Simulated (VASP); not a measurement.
# CaZr2N2 (I4/mmm) in VASP: single point with PBE

Aim: the single point of CaZr2N2 with PBE.

Everything below comes from runs of VASP 6.6.1. Logs are shortened: lines on timing, memory, paths and dates and some standing lists are left out, and cuts for length are marked.

### 1 The crystal as given

It takes space group I4/mmm (No. 139, tetragonal). The conventional cell has a = 3.259 Å, b = 3.259 Å, c = 14.911 Å, α = 90.00°, β = 90.00°, γ = 90.00°. Ca (site symmetry 4/mmm) is surrounded by 2 N at 2.58 Å. Zr (site symmetry 4mm) has 5 N at 2.24 to 2.31 Å as nearest neighbours. N (site symmetry 4mm) is surrounded by 5 Zr at 2.24 to 2.31 Å.

The cell was built by a generator and needn't be a form met in nature.

### 2 Single point, PBE

File INCAR:

```
SYSTEM = CaZr2N2
PREC = Normal ; ENCUT = 520
EDIFF = 1E-5 ; ISMEAR = 0
SIGMA = 0.15 ; LREAL = Auto
LASPH = .True. ; NELM = 80
ALGO = Fast ; ISIF = 2
LWAVE = .False. ; LCHARG = .False.
GGA = PE ; NBANDS = 55
KPAR = 4
```

File KPOINTS:

```
regular mesh
0
Gamma
  10 10 10
  0 0 0
```

File POSCAR:

```
CaZr2N2
1.0
   -3.2593400000      3.2593400000     14.9113000000
    1.6296700000     -1.6296700000      7.4556500000
    1.6296700000      1.6296700000     -7.4556500000
Ca Zr N
2 4 4
Direct
    0.0000000000      0.0000000000      0.0000000000
    0.5000000000      0.0000000000      0.0000000000
    0.3385545000      0.6771090000      0.0000000000
    0.8385545000      0.6771090000      0.0000000000
    0.1614455000      0.3228910000      0.0000000000
    0.6614455000      0.3228910000      0.0000000000
    0.0864295000      0.1728590000      0.0000000000
    0.5864295000      0.1728590000      0.0000000000
    0.4135705000      0.8271410000      0.0000000000
    0.9135705000      0.8271410000      0.0000000000
```

Potentials or basis: VASP PAW PBE potentials, release 64 (Ca_sv, Zr_sv, N).

On the command line:

```console
$ cat potpaw_PBE.64/Ca_sv/POTCAR potpaw_PBE.64/Zr_sv/POTCAR potpaw_PBE.64/N/POTCAR > POTCAR
$ mpirun -np 4 vasp_std > vasp.out
```

OUTCAR:

```text
SYSTEM = CaZr2N2
   PREC = Normal
   ENCUT = 520
   EDIFF = 1E-5
   ISMEAR = 0
   LREAL = Auto
   LASPH = .True.
   NELM = 80
   ISIF = 2
   GGA = PE

 ion  position               nearest neighbor table
   1  0.000  0.000  0.000-   3 3.51   4 3.51   5 3.51   3 3.51   6 3.51   4 3.51   5 3.51   6 3.51

   2  0.500  0.000  0.000-   4 3.51   3 3.51   6 3.51   4 3.51   5 3.51   3 3.51   6 3.51   5 3.51

   3  0.339  0.677  0.000-   9 2.24   7 2.31   8 2.31   8 2.31   7 2.31   6 3.17   5 3.17   6 3.17
                             5 3.17   4 3.26   4 3.26   2 3.51   1 3.51   1 3.51   2 3.51
   4  0.839  0.677  0.000-  10 2.24   8 2.31   7 2.31   7 2.31   8 2.31   5 3.17   6 3.17   5 3.17
                             6 3.17   3 3.26   3 3.26   1 3.51   2 3.51   2 3.51   1 3.51
   5  0.161  0.323  0.000-   7 2.24  10 2.31   9 2.31   9 2.31  10 2.31   4 3.17   3 3.17   3 3.17
                             4 3.17   6 3.26   6 3.26   1 3.51   2 3.51   2 3.51   1 3.51
   6  0.661  0.323  0.000-   8 2.24   9 2.31  10 2.31  10 2.31   9 2.31   3 3.17   4 3.17   4 3.17
                             3 3.17   5 3.26   5 3.26   2 3.51   1 3.51   1 3.51   2 3.51
   7  0.086  0.173  0.000-   5 2.24   4 2.31   3 2.31   3 2.31   4 2.31
   8  0.586  0.173  0.000-   6 2.24   3 2.31   4 2.31   4 2.31   3 2.31
   9  0.414  0.827  0.000-   3 2.24   6 2.31   5 2.31   6 2.31   5 2.31
  10  0.914  0.827  0.000-   4 2.24   5 2.31   6 2.31   5 2.31   6 2.31

  LATTYP: Found a base centered monoclinic cell.
 ALAT       =    15.2633602108
 B/A-ratio  =     0.2135401350
 C/A-ratio  =     0.4270802700
 COS(beta)  =    -0.2135401350

  Lattice vectors:

 A1 = (  -1.6296700000,  -1.6296700000,   7.4556500000)
 A2 = (   1.6296700000,  -1.6296700000,   7.4556500000)
 A3 = (  -0.0000000000,   6.5186800000,   0.0000000000)

Analysis of symmetry for initial positions (statically):
=====================================================================
 Subroutine PRICEL returns following result:

  LATTYP: Found a body centered tetragonal cell.
 ALAT       =     3.2593400000
 C/A-ratio  =     4.5749446207

  Lattice vectors:

 A1 = (  -1.6296700000,   1.6296700000,   7.4556500000)
 A2 = (   1.6296700000,  -1.6296700000,   7.4556500000)
 A3 = (   1.6296700000,   1.6296700000,  -7.4556500000)

   2 primitive cells build up your supercell.

 Routine SETGRP: Setting up the symmetry group for a
 base centered monoclinic supercell.

 Subroutine GETGRP returns: Found  4 space group operations
 (whereof  4 operations were pure point group operations)
 out of a pool of  4 trial point group operations.

The static configuration has the point symmetry C_2h.

Analysis of symmetry for dynamics (positions and initial velocities):
=====================================================================
 Subroutine PRICEL returns following result:

  LATTYP: Found a body centered tetragonal cell.
 ALAT       =     3.2593400000
 C/A-ratio  =     4.5749446207

  Lattice vectors:

 A1 = (  -1.6296700000,   1.6296700000,   7.4556500000)
 A2 = (   1.6296700000,  -1.6296700000,   7.4556500000)
 A3 = (   1.6296700000,   1.6296700000,  -7.4556500000)

   2 primitive cells build up your supercell.

 Routine SETGRP: Setting up the symmetry group for a
 base centered monoclinic supercell.

 Subroutine GETGRP returns: Found  4 space group operations
 (whereof  4 operations were pure point group operations)
 out of a pool of  4 trial point group operations.

The dynamic configuration has the point symmetry C_2h.

 Subroutine INISYM returns: Found  4 space group operations
 (whereof  4 operations are pure point group operations),
 and found     2 'primitive' translations

----------------------------------------------------------------------------------------

                                     Primitive cell

  volume of cell :      79.2036

  direct lattice vectors                    reciprocal lattice vectors
    -1.629670000  1.629670000  7.455650000     0.000000000  0.306810581  0.067063234
     1.629670000 -1.629670000  7.455650000     0.306810581  0.000000000  0.067063234
     1.629670000  1.629670000 -7.455650000     0.306810581  0.306810581  0.000000000

  length of vectors
     7.803740484  7.803740484  7.803740484     0.314054470  0.314054470  0.433895685

  position of ions in fractional coordinates (direct lattice)
     0.000000000  0.000000000  0.000000000
     0.677109000  0.677109000  0.000000000
     0.322891000  0.322891000  0.000000000
     0.172859000  0.172859000  0.000000000
     0.827141000  0.827141000  0.000000000

  ion indices of the primitive-cell ions
   primitive index   ion index
                 1           1
                 2           4
                 3           5
                 4           7
                 5          10

----------------------------------------------------------------------------------------

 KPOINTS: regular mesh

Automatic generation of k-mesh.
 Grid dimensions read from file:
 generate k-points for:   10   10   10

 Generating k-lattice:

  Cartesian coordinates                     Fractional coordinates (reciprocal lattice)
     0.000000000  0.015340529  0.003353162     0.100000000  0.000000000 -0.000000000
     0.030681058  0.000000000  0.006706323     0.000000000  0.100000000 -0.000000000
     0.030681058  0.030681058  0.000000000     0.000000000  0.000000000  0.100000000

  Length of vectors
     0.015702724  0.031405447  0.043389569

  Shift w.r.t. Gamma in fractional coordinates (k-lattice)
     0.000000000  0.000000000  0.000000000

 Subroutine IBZKPT returns following result:
 ===========================================

 Found    282 irreducible k-points:

 Following reciprocal coordinates:
            Coordinates               Weight
  0.000000  0.000000  0.000000      1.000000
  0.100000  0.000000 -0.000000      2.000000
  0.200000  0.000000 -0.000000      2.000000
  0.300000  0.000000  0.000000      2.000000
  0.400000  0.000000 -0.000000      2.000000
  0.500000  0.000000 -0.000000      1.000000
[... 16 lines left out ...]
 -0.400000  0.200000  0.000000      4.000000
 -0.300000  0.200000 -0.000000      4.000000
 [... further k-points ...]
   k-points           NKPTS =    282   k-points in BZ     NKDIM =    282   number of bands    NBANDS=     55
   number of dos      NEDOS =    301   number of ions     NIONS =     10
   total plane-waves  NPLWV = 207360
   dimension x,y,z NGX =    90 NGY =   48 NGZ =   48
   dimension x,y,z NGXF=   180 NGYF=   96 NGZF=   96
   ions per type =               2   4   4
   NGX,Y,Z   is equivalent  to a cutoff of   9.59, 10.23, 10.23 a.u.
   NGXF,Y,Z  is equivalent  to a cutoff of  19.17, 20.45, 20.45 a.u.
 SYSTEM =  CaZr2N2
   PREC   = normal    normal or accurate (medium, high low for compatibility)
   ISTART =      0    job   : 0-new  1-cont  2-samecut
   ICHARG =      2    charge: 1-file 2-atom 10-const
   ISPIN  =      1    spin polarized calculation?
   LNONCOLLINEAR =      F non collinear calculations
   LSORBIT =      F    spin-orbit coupling
   LASPH  =      T    aspherical Exc in radial PAW
   ENCUT  =  520.0 eV  38.22 Ry    6.18 a.u.  29.02 14.51 14.51*2*pi/ulx,y,z
   NELM   =     80;   NELMIN=  2; NELMDL= -5     # of ELM steps
   EDIFF  = 0.1E-04   stopping-criterion for ELM
   LREAL  =      T    real-space projection
   EDIFFG = 0.1E-03   stopping-criterion for IOM
   NSW    =      0    number of steps for IOM
   IBRION =     -1    ionic relax: 0-MD 1-quasi-New 2-CG
   NFREE  =      0    steps in history (QN), initial steepest desc. (CG)
   ISIF   =      2    stress and relaxation
   ISYM   =      2    0-nonsym 1-usesym 2-fastsym
   POTIM  = 0.5000    time-step for ionic-motion
   TEBEG  =    0.0;   TEEND  =   0.0 temperature during run
   PSTRESS=    0.0 pullay stress
   NELECT =      88.0000    total number of electrons
   NUPDOWN=      -1.0000    fix difference up-down
   EMIN   =  10.00;   EMAX   =-10.00  energy-range for DOS
   EFERMI =   0.00;   METHOD = LEGACY
   ISMEAR =     0;   SIGMA  =   0.15  broadening in eV -4-tet -1-fermi 0-gaus
   EFERMI_NEDOS =   21; number of points for ismear=-14 and -15
   IALGO  =     68    algorithm
   IMIX   =      4    mixing-type and parameters
     AMIX     =   0.40;   BMIX     =  1.00
     AMIX_MAG =   1.60;   BMIX_MAG =  1.00
  volume/ion in A,a.u.               =      15.84       106.90
  Fermi-wavevector in a.u.,A,eV,Ry     =   1.345790  2.543175 24.642218  1.811152
  Thomas-Fermi vector in A             =   2.473675
   LORBIT       =      0    0 simple, 1 ext, 2 COOP (PROOUT), +10 PAW based schemes
   GGA     = PE    functional components
   LHFCALC =     F    Hartree Fock is set to
   AEXX    =    0.0000 exact exchange contribution
   IVDW    =     0    specifies the selected vdW correction
   LEPSILON=     F    determine dielectric tensor
   LRPA    =     F    only Hartree local field effects (RPA)
 non-spin polarized calculation
 RMM-DIIS sequential band-by-band and
 Gauss-broadening in eV      SIGMA  =   0.15
  energy-cutoff  :      520.00
  volume of cell :      158.41
 maximum number of plane-waves:      4301
   NGX = 57   NGY = 29   NGZ = 29

 number of electron      88.0000001 magnetization

 Free energy of the ion-electron system (eV)
  ---------------------------------------------------
  ext. energy  EPLUGINS =         0.00000000
  ---------------------------------------------------
  free energy    TOTEN  =       -83.95786903 eV

  energy without entropy =      -83.90277109  energy(sigma->0) =      -83.93032006

 E-fermi :   8.1956     XC(G=0): -11.0925

 val. band max:        8.1946598869   @ k =   0.1000   0.5000  -0.0000
 cond. band min:       8.1978842992   @ k =  -0.0000  -0.2000   0.1000
 fundamental gap:      0.0032244123
 Fermi energy:         8.1956406315

 k-point     1 :       0.0000    0.0000    0.0000
  band No.  band energies     occupation
      1     -41.0994      2.00000
      2     -40.9945      2.00000
      3     -40.9945      2.00000
      4     -40.9780      2.00000
      5     -32.4409      2.00000
      6     -32.3937      2.00000
[... 47 lines left out ...]
     54      11.1900      0.00000
[... 1333 lines left out ...]
     54      10.9807      0.00000
     55      11.2794      0.00000

 [... further k-points ...]

------------------------ aborting loop because EDIFF is reached ----------------------------------------

  FORCE on cell =-STRESS in cart. coord.  units (eV):
  Direction    XX          YY          ZZ          XY          YZ          ZX
  --------------------------------------------------------------------------------------
  -------------------------------------------------------------------------------------
  Total       -0.0741174      0.0233952     -0.0482809      0.0000000     -0.0037055      0.0000000
  in kB       -0.7496451      0.2366258     -0.4883278      0.0000000     -0.0374785      0.0000000
  external PRESSURE =      -0.3337824 kB  Pullay stress =       0.0000000 kB

 VOLUME and BASIS-vectors are now :
 -----------------------------------------------------------------------------
  energy-cutoff  :      520.00
  volume of cell :      158.41
      direct lattice vectors                 reciprocal lattice vectors
    -3.259340000  3.259340000 14.911300000     0.000000000  0.153405291  0.033531617
     1.629670000 -1.629670000  7.455650000     0.306810581  0.000000000  0.067063234
     1.629670000  1.629670000 -7.455650000     0.306810581  0.306810581  0.000000000

 POSITION                                       TOTAL-FORCE (eV/Angst)
 -----------------------------------------------------------------------------------
      0.00000      0.00000      0.00000        -0.000000      0.000000     -0.000000
     -1.62967      1.62967      7.45565        -0.000000      0.000000     -0.000000
      0.00000      0.00000     10.09658         0.000000     -0.000374      0.011459
     -1.62967      1.62967     17.55223         0.000000     -0.000374      0.011459
      0.00000      0.00000      4.81472        -0.000000      0.000374     -0.011459
     -1.62967      1.62967     12.27037        -0.000000      0.000374     -0.011459
      0.00000      0.00000      2.57755        -0.000000     -0.000042     -0.001361
     -1.62967      1.62967     10.03320        -0.000000     -0.000042     -0.001361
      0.00000      0.00000     12.33375        -0.000000      0.000042      0.001361
     -1.62967      1.62967     19.78940        -0.000000      0.000042      0.001361
 -----------------------------------------------------------------------------------
    total drift:                                0.000000     -0.000000      0.000000

  FREE ENERGIE OF THE ION-ELECTRON SYSTEM (eV)
  ---------------------------------------------------
  free  energy   TOTEN  =       -83.9578690301 eV

  energy  without entropy=      -83.9027710885  energy(sigma->0) =      -83.93032006
```

It took 59 min on 4 MPI ranks of Intel Xeon 6975P-C (Granite Rapids), shared host; peak memory 1.5 GiB.

What came out:

```yaml
Free_energy: -83.9579 eV
Pressure: 0.0 GPa
Largest_force: 0.011 eV/Å
Band_gap_on_the_k_mesh: none (metal or under the smearing width)
```

Forces in eV/Å, atoms in the order of the input:
```
Ca   0.000  0.000  0.000
Ca   0.000  0.000  0.000
Zr   0.000  0.000  0.011
Zr   0.000  0.000  0.011
Zr   0.000  0.000 -0.011
Zr   0.000  0.000 -0.011
N    0.000  0.000 -0.001
N    0.000  0.000 -0.001
N    0.000  0.000  0.001
N    0.000  0.000  0.001
```
